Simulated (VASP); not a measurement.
Given:

```
AlFe
1.0
    2.83983     0.00000     0.00000
    0.00000     2.83983     0.00000
    0.00000     0.00000     2.83983
Al Fe
1 1
Direct
  0.50000   0.50000   0.50000
  0.00000   0.00000   0.00000
```

Method: PBEsol GGA, VASP's PBE PAW potentials (set 64) (plane waves; VASP 6.6.1). Run with 480 eV cut-off, 12×12×12 Γ-centred mesh, first-order Methfessel-Paxton smearing of 0.10 eV, potentials Al Fe.

Energy and stress use the plane-wave basis of the starting cell.

**Question.** The ions, cell shape and volume at an external pressure of 10.0 GPa are relaxed. Predict the relaxed structure.

**Answer.** 
```
AlFe
1.0
    2.79728     0.00000     0.00000
    0.00000     2.79728     0.00000
    0.00000     0.00000     2.79728
Al Fe
1 1
Direct
  0.50000   0.50000   0.50000
  0.00000   0.00000   0.00000
```
Space group Pm-3m (221), at a tolerance of 0.03 Å.

**Question.** How do energy and volume change from the first to the last step?

**Answer.** The energy (σ→0) changes by +15.2 meV/atom and the volume by -4.4 %, in 3 ionic steps.

```
step  E(σ→0) (eV)  max force (eV/Å)  pressure (GPa)  volume (Å³)
----  -----------  ----------------  --------------  -----------
1        -13.7098             0.000            0.12        22.90
2        -13.5449             0.000           25.49        20.64
3        -13.6794             0.000            9.89        21.89
```

The compound is FeAl in the CsCl type structure. This run relaxes it under an external pressure of 10 GPa. Symmetry was kept, so distortions that lower it aren't found. The run is not spin-polarised, so no magnetic state was tried. The electron count is odd and the run is not spin-polarised, which forces a metal.
